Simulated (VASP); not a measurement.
Output of a VASP run:

### OSZICAR
```
...
DAV:   5    -0.653524448688E+01   -0.10585E-01   -0.10569E-01  3102   0.258E+00    0.729E+00
DAV:   6    -0.629023452705E+01    0.24501E+00   -0.56999E-01  3212   0.101E+01    0.270E+00
DAV:   7    -0.627828030222E+01    0.11954E-01   -0.17764E-01  3244   0.564E+00    0.853E-01
DAV:   8    -0.628718436188E+01   -0.89041E-02   -0.13539E-02  2284   0.171E+00    0.596E-02
DAV:   9    -0.628730352715E+01   -0.11917E-03   -0.12374E-03  3600   0.297E-01    0.647E-02
DAV:  10    -0.628733466246E+01   -0.31135E-04   -0.50056E-05  2356   0.106E-01    0.334E-02
DAV:  11    -0.628732414343E+01    0.10519E-04   -0.22140E-05  3100   0.665E-02    0.135E-02
DAV:  12    -0.628732390632E+01    0.23711E-06   -0.25732E-07  1254   0.805E-03
   1 F= -.62873239E+01 E0= -.62873765E+01  d E =-.628732E+01
       N       E                     dE             d eps       ncg     rms          rms(c)
DAV:   1    -0.118427350095E+02   -0.55554E+01   -0.16618E+02  2486   0.200E+02    0.161E+01
DAV:   2    -0.637142480694E+01    0.54713E+01   -0.19128E+01  3192   0.583E+01    0.560E+00
DAV:   3    -0.594295703877E+01    0.42847E+00   -0.40949E+00  3196   0.202E+01    0.215E+00
DAV:   4    -0.604659306304E+01   -0.10364E+00   -0.11554E-01  2516   0.348E+00    0.150E+00
DAV:   5    -0.619106734457E+01   -0.14447E+00   -0.28837E-01  3422   0.344E+00    0.822E-01
DAV:   6    -0.620195390497E+01   -0.10887E-01   -0.24449E-02  3124   0.200E+00    0.215E-01
DAV:   7    -0.620286513333E+01   -0.91123E-03   -0.21386E-03  2868   0.583E-01    0.986E-02
DAV:   8    -0.620282794692E+01    0.37186E-04   -0.18794E-04  2836   0.172E-01    0.148E-02
DAV:   9    -0.620282731817E+01    0.62875E-06   -0.90492E-06  2992   0.220E-02
   2 F= -.62028273E+01 E0= -.62028727E+01  d E =0.844966E-01
       N       E                     dE             d eps       ncg     rms          rms(c)
DAV:   1    -0.854333169099E+01   -0.23405E+01   -0.65600E+01  2564   0.126E+02    0.122E+01
DAV:   2    -0.648773811629E+01    0.20556E+01   -0.46421E+00  3018   0.310E+01    0.332E+00
DAV:   3    -0.626296278612E+01    0.22478E+00   -0.15162E+00  3270   0.145E+01    0.226E+00
DAV:   4    -0.630817526322E+01   -0.45212E-01   -0.69998E-02  3592   0.240E+00    0.932E-01
DAV:   5    -0.633331345849E+01   -0.25138E-01   -0.59331E-02  3286   0.203E+00    0.434E-01
DAV:   6    -0.633454886571E+01   -0.12354E-02   -0.23949E-03  2374   0.729E-01    0.202E-02
DAV:   7    -0.633457579061E+01   -0.26925E-04   -0.24128E-04  3724   0.109E-01    0.240E-02
DAV:   8    -0.633457204037E+01    0.37502E-05   -0.19307E-05  2324   0.769E-02    0.225E-02
DAV:   9    -0.633457369668E+01   -0.16563E-05   -0.35045E-06  2056   0.300E-02    0.515E-03
DAV:  10    -0.633457351791E+01    0.17877E-06   -0.33200E-07  1144   0.962E-03
   3 F= -.63345735E+01 E0= -.63344251E+01  d E =-.472496E-01
       N       E                     dE             d eps       ncg     rms          rms(c)
DAV:   1    -0.633537767246E+01   -0.80398E-03   -0.22462E-02  2592   0.237E+00    0.215E-01
DAV:   2    -0.633466535875E+01    0.71231E-03   -0.18135E-03  3102   0.608E-01    0.594E-02
DAV:   3    -0.633459599038E+01    0.69368E-04   -0.49469E-04  3260   0.251E-01    0.347E-02
DAV:   4    -0.633461333369E+01   -0.17343E-04   -0.20966E-05  3288   0.430E-02    0.183E-02
DAV:   5    -0.633462888600E+01   -0.15552E-04   -0.32224E-05  3196   0.425E-02    0.690E-03
DAV:   6    -0.633462904534E+01   -0.15934E-06   -0.15347E-06  1484   0.140E-02
   4 F= -.63346290E+01 E0= -.63344842E+01  d E =-.473051E-01
```

OUTCAR:
```
------------------------ aborting loop because EDIFF is reached ----------------------------------------
  FORCE on cell =-STRESS in cart. coord.  units (eV):
  Direction    XX          YY          ZZ          XY          YZ          ZX
  --------------------------------------------------------------------------------------
  Total       -0.0047141     -0.0047141     -0.0047141     -0.0000000      0.0000000     -0.0000000
  in kB       -0.3917511     -0.3917511     -0.3917511     -0.0000000      0.0000000     -0.0000000
  external PRESSURE =      -0.3917511 kB  Pullay stress =       0.0000000 kB
  volume of cell :       19.28
      direct lattice vectors                 reciprocal lattice vectors
    -1.689190387  1.689190387  1.689190387     0.000000000  0.295999790  0.295999790
     1.689190387 -1.689190387  1.689190387     0.295999790  0.000000000  0.295999790
     1.689190387  1.689190387 -1.689190387     0.295999790  0.295999790  0.000000000
 POSITION                                       TOTAL-FORCE (eV/Angst)
 -----------------------------------------------------------------------------------
      0.00000      0.00000     -0.00000        -0.000000      0.000000      0.000000
 -----------------------------------------------------------------------------------
    total drift:                               -0.000000      0.000000      0.000000
  FREE ENERGIE OF THE ION-ELECTRON SYSTEM (eV)
  ---------------------------------------------------
  free  energy   TOTEN  =        -6.3346290453 eV

  energy  without entropy=       -6.3341943926  energy(sigma->0) =       -6.33448416

 reached required accuracy - stopping structural energy minimisation
```
(Selected blocks of OUTCAR.)

**POSCAR**
```
Nb
1
   -1.6500000000     1.6500000000     1.6500000000
    1.6500000000    -1.6500000000     1.6500000000
    1.6500000000     1.6500000000    -1.6500000000
Nb
1
Direct
  0.0000000000   0.0000000000   0.0000000000
```

**Question.** Write an INCAR and KPOINTS that could have produced this output.

**Answer.** One answer among several that fit: the input of the run itself, vdW-DF2, plane waves, VASP's PBE PAW potentials (set 64).

### INCAR
```
AGGAC = 0.0
ALGO = Normal
EDIFF = 1E-6
EDIFFG = -0.01
ENCUT = 520
GGA = ML
IBRION = 2
ISIF = 3
ISMEAR = 1
LASPH = .TRUE.
LCHARG = .FALSE.
LMAXMIX = 4
LREAL = .FALSE.
LUSE_VDW = .TRUE.
LWAVE = .FALSE.
NELM = 100
NSW = 60
PREC = Accurate
SIGMA = 0.1
SYSTEM = Nb
ZAB_VDW = -1.8867
```

**KPOINTS**
```
Automatic mesh
0
Gamma
14 14 14
0 0 0
```

POTCAR, in this order: Nb_sv (PBE.64 set). Program: vasp_std.

Energy and stress use the plane-wave basis of the starting cell.

The compound is Nb in the bcc structure. This run relaxes it. Symmetry was kept, so distortions that lower it aren't found.
